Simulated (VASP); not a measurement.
These are LDA (Ceperley-Alder, Perdew-Zunger), VASP's LDA PAW potentials (set 64) (plane waves; VASP) values and carry that method's errors.

A VASP calculation is set up with these files.

**POSCAR**
```
HfN
1
    0.0000000000     2.2311148786     2.2311148786
    2.2311148786     0.0000000000     2.2311148786
    2.2311148786     2.2311148786     0.0000000000
Hf N
1 1
Direct
  0.0000000000   0.0000000000   0.0000000000
  0.5000000000   0.5000000000   0.5000000000
```

**KPOINTS**
```
Automatic mesh
0
Gamma
13 13 13
0 0 0
```

### INCAR
```
ISMEAR = 1   # Methfessel-Paxton
POTIM = 0.015   # step
SIGMA = 0.1   # width (eV)
NSW = 1
IBRION = 6
PREC = Accurate
ENCUT = 650   # plane-wave cut-off (eV)
NELM = 100
SYSTEM = HfN
EDIFF = 1E-7   # SCF stop (eV)
LREAL = .FALSE.
ALGO = Normal
LCHARG = .FALSE.
NFREE = 2
LWAVE = .FALSE.
LMAXMIX = 6
ISIF = 3
LASPH = .TRUE.   # aspherical one-centre terms
```

POTCAR, in this order: Hf_pv N (LDA.64 set). Program: vasp_std.

Output

OSZICAR:
```
...
       N       E                     dE             d eps       ncg     rms          rms(c)
DAV:   1    -0.238825042954E+02   -0.13653E-01   -0.89782E-01 14280   0.871E+00    0.854E-01
DAV:   2    -0.238732985497E+02    0.92057E-02   -0.13365E-02 16885   0.106E+00    0.449E-01
DAV:   3    -0.238688573893E+02    0.44412E-02   -0.47166E-03 17153   0.710E-01    0.146E-01
DAV:   4    -0.238688550668E+02    0.23225E-05   -0.31883E-04 15907   0.167E-01    0.997E-02
DAV:   5    -0.238688518141E+02    0.32527E-05   -0.80358E-06 16039   0.268E-02    0.271E-02
DAV:   6    -0.238688516856E+02    0.12846E-06   -0.44309E-07 16453   0.705E-03    0.247E-03
DAV:   7    -0.238688516352E+02    0.50453E-07   -0.89338E-08 10290   0.255E-03
   9 F= -.23868852E+02 E0= -.23868854E+02  d E =0.734173E-05
       N       E                     dE             d eps       ncg     rms          rms(c)
DAV:   1    -0.238636452557E+02    0.52064E-02   -0.86795E-01 14414   0.851E+00    0.598E-01
DAV:   2    -0.238640393562E+02   -0.39410E-03   -0.11263E-02 17350   0.953E-01    0.316E-01
DAV:   3    -0.238667399497E+02   -0.27006E-02   -0.19217E-03 18172   0.461E-01    0.105E-01
DAV:   4    -0.238681581040E+02   -0.14182E-02   -0.23589E-04 17836   0.153E-01    0.625E-02
DAV:   5    -0.238686896668E+02   -0.53156E-03   -0.17040E-05 17835   0.405E-02    0.123E-02
DAV:   6    -0.238688231434E+02   -0.13348E-03   -0.12282E-06 17723   0.109E-02    0.427E-03
DAV:   7    -0.238688417971E+02   -0.18654E-04   -0.89092E-08  9083   0.296E-03    0.893E-04
DAV:   8    -0.238688497340E+02   -0.79369E-05   -0.10798E-08  7658   0.103E-03    0.129E-04
DAV:   9    -0.238688512379E+02   -0.15039E-05   -0.19586E-09  7268   0.374E-04    0.512E-05
DAV:  10    -0.238688517934E+02   -0.55549E-06   -0.59602E-10  7103   0.144E-04    0.138E-05
DAV:  11    -0.238688517337E+02    0.59711E-07   -0.24450E-10  6926   0.699E-05
  10 F= -.23868852E+02 E0= -.23868854E+02  d E =0.736906E-05
       N       E                     dE             d eps       ncg     rms          rms(c)
DAV:   1    -0.238827366051E+02   -0.13885E-01   -0.87606E-01 13870   0.873E+00    0.862E-01
DAV:   2    -0.238733169349E+02    0.94197E-02   -0.10911E-02 16268   0.104E+00    0.452E-01
DAV:   3    -0.238688634427E+02    0.44535E-02   -0.46714E-03 17159   0.700E-01    0.145E-01
DAV:   4    -0.238688552125E+02    0.82302E-05   -0.30826E-04 16011   0.165E-01    0.103E-01
DAV:   5    -0.238688519781E+02    0.32343E-05   -0.96527E-06 15846   0.293E-02    0.100E-02
DAV:   6    -0.238688517123E+02    0.26584E-06   -0.59921E-07 17235   0.802E-03    0.228E-03
DAV:   7    -0.238688516711E+02    0.41177E-07   -0.83549E-08  9467   0.263E-03
  11 F= -.23868852E+02 E0= -.23868854E+02  d E =0.739339E-05
       N       E                     dE             d eps       ncg     rms          rms(c)
DAV:   1    -0.238759929376E+02   -0.71412E-02   -0.79285E-01 14349   0.819E+00    0.599E-01
DAV:   2    -0.238718420049E+02    0.41509E-02   -0.88682E-03 16953   0.917E-01    0.319E-01
DAV:   3    -0.238691213072E+02    0.27207E-02   -0.17722E-03 18576   0.458E-01    0.102E-01
DAV:   4    -0.238688928060E+02    0.22850E-03   -0.27351E-04 18094   0.168E-01    0.512E-02
DAV:   5    -0.238688548532E+02    0.37953E-04   -0.21336E-05 17910   0.443E-02    0.297E-03
DAV:   6    -0.238688529066E+02    0.19466E-05   -0.84051E-07 16192   0.897E-03    0.158E-03
DAV:   7    -0.238688522919E+02    0.61473E-06   -0.46661E-08  8881   0.210E-03    0.540E-04
DAV:   8    -0.238688516824E+02    0.60951E-06   -0.21970E-08  8021   0.129E-03    0.169E-04
DAV:   9    -0.238688516774E+02    0.49504E-08   -0.36988E-09  7277   0.485E-04
  12 F= -.23868852E+02 E0= -.23868854E+02  d E =0.736086E-05
       N       E                     dE             d eps       ncg     rms          rms(c)
DAV:   1    -0.238826968014E+02   -0.13845E-01   -0.90222E-01 13916   0.888E+00    0.864E-01
DAV:   2    -0.238733106762E+02    0.93861E-02   -0.11366E-02 16256   0.106E+00    0.453E-01
DAV:   3    -0.238688658038E+02    0.44449E-02   -0.46117E-03 17305   0.696E-01    0.148E-01
DAV:   4    -0.238688549820E+02    0.10822E-04   -0.30663E-04 16163   0.163E-01    0.103E-01
DAV:   5    -0.238688520263E+02    0.29558E-05   -0.93382E-06 15892   0.295E-02    0.400E-03
DAV:   6    -0.238688516814E+02    0.34491E-06   -0.88545E-07 16803   0.892E-03    0.466E-03
DAV:   7    -0.238688516679E+02    0.13473E-07   -0.41909E-08  8682   0.204E-03
  13 F= -.23868852E+02 E0= -.23868854E+02  d E =0.737807E-05
       N       E                     dE             d eps       ncg     rms          rms(c)
DAV:   1    -0.238673965726E+02    0.14551E-02   -0.11210E+00  4318   0.109E+01    0.827E-01
DAV:   2    -0.238692931282E+02   -0.18966E-02   -0.34677E-02  5479   0.187E+00    0.421E-01
DAV:   3    -0.238689900838E+02    0.30304E-03   -0.89671E-04  5708   0.337E-01    0.112E-01
DAV:   4    -0.238692912327E+02   -0.30115E-03   -0.20112E-04  5800   0.149E-01    0.216E-02
DAV:   5    -0.238693525110E+02   -0.61278E-04   -0.10953E-05  5223   0.323E-02    0.561E-03
DAV:   6    -0.238693704622E+02   -0.17951E-04   -0.54631E-07  5836   0.721E-03    0.127E-03
DAV:   7    -0.238693752916E+02   -0.48294E-05   -0.33902E-08  2921   0.192E-03    0.467E-04
DAV:   8    -0.238693768980E+02   -0.16064E-05   -0.91571E-09  2744   0.935E-04    0.204E-04
DAV:   9    -0.238693772465E+02   -0.34852E-06   -0.19225E-09  2573   0.399E-04    0.372E-05
DAV:  10    -0.238693773764E+02   -0.12985E-06   -0.39513E-10  2510   0.134E-04    0.192E-05
DAV:  11    -0.238693774063E+02   -0.29976E-07   -0.13996E-10  2420   0.673E-05
  14 F= -.23869377E+02 E0= -.23869234E+02  d E =-.430107E-03
       N       E                     dE             d eps       ncg     rms          rms(c)
DAV:   1    -0.238637083617E+02    0.56690E-02   -0.21019E+00  4312   0.147E+01    0.142E+00
DAV:   2    -0.238694108639E+02   -0.57025E-02   -0.62105E-02  5209   0.252E+00    0.741E-01
DAV:   3    -0.238693802626E+02    0.30601E-04   -0.47616E-04  5592   0.213E-01    0.214E-01
DAV:   4    -0.238693778979E+02    0.23647E-05   -0.24161E-05  5365   0.434E-02    0.143E-02
DAV:   5    -0.238693774712E+02    0.42670E-06   -0.10425E-06  5477   0.953E-03    0.533E-03
DAV:   6    -0.238693774102E+02    0.61005E-07   -0.44807E-07  5197   0.546E-03
  15 F= -.23869377E+02 E0= -.23869234E+02  d E =-.430114E-03
       N       E                     dE             d eps       ncg     rms          rms(c)
DAV:   1    -0.238665813277E+02    0.27961E-02   -0.15844E+00  4312   0.132E+01    0.174E-01
DAV:   2    -0.238695116814E+02   -0.29304E-02   -0.33991E-02  5062   0.197E+00    0.847E-02
DAV:   3    -0.238694057746E+02    0.10591E-03   -0.33223E-04  5614   0.185E-01    0.537E-02
DAV:   4    -0.238693776183E+02    0.28156E-04   -0.75566E-05  5216   0.787E-02    0.184E-02
DAV:   5    -0.238693774926E+02    0.12571E-06   -0.68794E-06  5140   0.234E-02    0.644E-03
DAV:   6    -0.238693773375E+02    0.15510E-06   -0.23017E-07  4800   0.453E-03    0.378E-03
DAV:   7    -0.238693773212E+02    0.16281E-07   -0.31561E-08  2718   0.179E-03
  16 F= -.23869377E+02 E0= -.23869234E+02  d E =-.430109E-03
       N       E                     dE             d eps       ncg     rms          rms(c)
DAV:   1    -0.238689695201E+02    0.40782E-03   -0.26870E+00  4324   0.130E+01    0.151E+00
DAV:   2    -0.238699466814E+02   -0.97716E-03   -0.24507E-02  5393   0.130E+00    0.786E-01
DAV:   3    -0.238693775475E+02    0.56913E-03   -0.16560E-03  5229   0.368E-01    0.206E-01
DAV:   4    -0.238693820946E+02   -0.45471E-05   -0.23193E-04  5289   0.124E-01    0.508E-02
DAV:   5    -0.238693785024E+02    0.35922E-05   -0.77774E-06  5044   0.275E-02    0.166E-02
DAV:   6    -0.238693773178E+02    0.11846E-05   -0.28526E-06  5466   0.153E-02    0.293E-03
DAV:   7    -0.238693773232E+02   -0.53951E-08   -0.40898E-07  4480   0.520E-03
  17 F= -.23869377E+02 E0= -.23869234E+02  d E =-.430106E-03
```

**OUTCAR**
```
------------------------ aborting loop because EDIFF is reached ----------------------------------------
  FORCE on cell =-STRESS in cart. coord.  units (eV):
  Direction    XX          YY          ZZ          XY          YZ          ZX
  --------------------------------------------------------------------------------------
  Total       -0.0067854     -0.0201298     -0.0201298     -0.0000000     -0.0000000      0.0000000
  in kB       -0.4894291     -1.4519622     -1.4519622     -0.0000000     -0.0000000      0.0000000
  external PRESSURE =      -1.1311179 kB  Pullay stress =       0.0000000 kB
  volume of cell :       22.21
      direct lattice vectors                 reciprocal lattice vectors
     0.000000000  2.231114879  2.231114879    -0.224103207  0.224103207  0.224103207
     2.231114879  0.000000000  2.231114879     0.224103207 -0.224103207  0.224103207
     2.231114879  2.231114879  0.000000000     0.224103207  0.224103207 -0.224103207
 POSITION                                       TOTAL-FORCE (eV/Angst)
 -----------------------------------------------------------------------------------
      0.00000      0.00000      0.00000        -0.200698      0.000000      0.000000
      2.21611      2.23111      2.23111         0.200698      0.000000      0.000000
 -----------------------------------------------------------------------------------
    total drift:                               -0.000119     -0.000000     -0.000000
  FREE ENERGIE OF THE ION-ELECTRON SYSTEM (eV)
  ---------------------------------------------------
  free  energy   TOTEN  =       -23.8693773232 eV

  energy  without entropy=      -23.8689472171  energy(sigma->0) =      -23.86923395

   1 f  =   15.869337 THz    99.709987 2PiTHz  529.344116 cm-1    65.630276 meV
             X         Y         Z           dx          dy          dz
      0.000000  0.000000  0.000000     0.000000    0.269583   -0.000000
      2.231115  2.231115  2.231115    -0.000000   -0.962977   -0.000000

   2 f  =   15.869337 THz    99.709987 2PiTHz  529.344116 cm-1    65.630276 meV
             X         Y         Z           dx          dy          dz
      0.000000  0.000000  0.000000     0.000000    0.000000   -0.269583
      2.231115  2.231115  2.231115     0.000000    0.000000    0.962977

   3 f  =   15.869337 THz    99.709987 2PiTHz  529.344116 cm-1    65.630276 meV
             X         Y         Z           dx          dy          dz
      0.000000  0.000000  0.000000     0.269583    0.000000   -0.000000
      2.231115  2.231115  2.231115    -0.962977    0.000000   -0.000000

   4 f/i=    0.001868 THz     0.011735 2PiTHz    0.062297 cm-1     0.007724 meV
             X         Y         Z           dx          dy          dz
      0.000000  0.000000  0.000000    -0.001129   -0.160830   -0.949451
      2.231115  2.231115  2.231115    -0.000316   -0.045024   -0.265796

   5 f/i=    0.001868 THz     0.011735 2PiTHz    0.062297 cm-1     0.007724 meV
             X         Y         Z           dx          dy          dz
      0.000000  0.000000  0.000000    -0.022138   -0.949197    0.160813
      2.231115  2.231115  2.231115    -0.006197   -0.265725    0.045019

   6 f/i=    0.001868 THz     0.011735 2PiTHz    0.062297 cm-1     0.007724 meV
             X         Y         Z           dx          dy          dz
      0.000000  0.000000  0.000000    -0.962722    0.022016   -0.002584
      2.231115  2.231115  2.231115    -0.269511    0.006163   -0.000723

 ELASTIC MODULI CONTR FROM IONIC RELAXATION (kBar)
 Direction    XX          YY          ZZ          XY          YZ          ZX
 --------------------------------------------------------------------------------
 XX           0.0000      0.0000      0.0000      0.0000      0.0000      0.0000
 YY           0.0000      0.0000      0.0000      0.0000      0.0000      0.0000
 ZZ           0.0000      0.0000      0.0000      0.0000      0.0000      0.0000
 XY           0.0000      0.0000      0.0000      0.0000      0.0000      0.0000
 YZ           0.0000      0.0000      0.0000      0.0000      0.0000      0.0000
 ZX           0.0000      0.0000      0.0000      0.0000      0.0000      0.0000
 --------------------------------------------------------------------------------

 TOTAL ELASTIC MODULI (kBar)
 Direction    XX          YY          ZZ          XY          YZ          ZX
 --------------------------------------------------------------------------------
 XX        6942.0645   1165.1898   1165.1898      0.0000      0.0000     -0.0000
 YY        1165.1898   6942.0645   1165.1898     -0.0000      0.0000     -0.0000
 ZZ        1165.1898   1165.1898   6942.0645      0.0000      0.0000     -0.0000
 XY           0.0000     -0.0000      0.0000   1347.2281      0.0000      0.0000
 YZ           0.0000      0.0000      0.0000      0.0000   1347.2281      0.0000
 ZX          -0.0000     -0.0000     -0.0000      0.0000      0.0000   1347.2281
 --------------------------------------------------------------------------------
```
(Selected blocks of OUTCAR.)

Finite-difference elastic constants of metals are sensitive to mesh and smearing; shear constants can be off by tens of GPa.

The structure comes from a computed database's HfN entry (Fm-3m); how it stands against other phases isn't given here. It was relaxed first. The electron count is odd and the run is not spin-polarised, which forces a metal.
